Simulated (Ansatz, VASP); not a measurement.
# Two plane-wave programs on AgB2

The input INCAR:

```
SYSTEM = AgB2
ALGO = Normal
EDIFF = 1E-6
EDIFFG = -0.02
ENCUT = 600
IBRION = 2
ISIF = 3
ISMEAR = -1
LASPH = .True.
LCHARG = .False.
LMIXTAU = .True.
LREAL = .False.
LWAVE = .False.
METAGGA = R2SCAN
NELM = 80
NSW = 40
PREC = Accurate
SIGMA = 0.05
```

The input KPOINTS:

```
k-points
0
Gamma
  10 10 8
  0 0 0
```

Contents of POSCAR:

```
AgB2
1.0
    3.0000000000      0.0000000000      0.0000000000
   -1.5000000000      2.5980762114      0.0000000000
    0.0000000000      0.0000000000      3.2400000000
Ag B
1 2
Direct
    0.0000000000      0.0000000000      0.0000000000
    0.6666666667      0.3333333333      0.5000000000
    0.3333333333      0.6666666667      0.5000000000
```

input.yaml

```yaml
crystal:
  lattice:
    - [3.0, 0.0, 0.0]
    - [-1.5, 2.5980762114, 0.0]
    - [0.0, 0.0, 3.24]
  atoms:
    - { symbol: Ag, position: [0.0, 0.0, 0.0] }
    - { symbol: B, position: [0.6666666667, 0.3333333333, 0.5] }
    - { symbol: B, position: [0.3333333333, 0.6666666667, 0.5] }
hamiltonian:
  xc: r2scan
  pseudopotentials: { kind: paw }
kpoints:
  mp_grid: { grid: [10, 10, 8] }
scf:
  occupations: { method: fermi_dirac, width: 0.05 }
output:
  forces: true
  stress: true
  eigenvalues: true
relax:
  f_tol: 0.01
  max_steps: 40
  cell: { stress_tol: 0.05 }
```

Alike in both runs: task relaxation of cell and atoms; functional r2SCAN; k mesh 10 × 10 × 8; occupations fermi-dirac, width 0.05 eV; no spin polarisation.

|  | VASP | Ansatz |
| --- | --- | --- |
| version | VASP 6.6.1 | Ansatz 0.2.0 |
| potentials or method | VASP PAW PBE potentials, release 64 (Ag, B) | Ansatz PAW |
| plane-wave cutoff (eV) | 600 | 500 |
| valence electrons in the cell | 17 | 25 |

```tsv
	VASP	Ansatz	Ansatz less VASP
gap on the k mesh at the Fermi level, each at its own relaxed structure (eV)	none	none	-
relaxed volume (Å³/atom)	10.68	10.68	-0.004
relaxed cell length with the largest relative difference (Å)	4.091	4.089	-0.0018
energy change over the relaxation (meV/atom)	-448	-443	+4.4
```

A gap of «none» marks a metal or a gap that the smearing closes. The two sets of potentials don't hold the same shells in valence.

Caveats: the volume moved by over 15 % at a fixed basis, so the end points are rough; the PAW data sets were made with another functional, which shifts forces and pressure a little (VASP); the plane-wave basis is chosen anew once the cell has moved, so the energies of steps on either side of that aren't comparable (Ansatz); the PAW data sets come from PBE, with cores solved anew for the run's functional, which leaves a small shift of forces and pressure (Ansatz). Zero-point motion and thermal expansion aren't in these numbers.
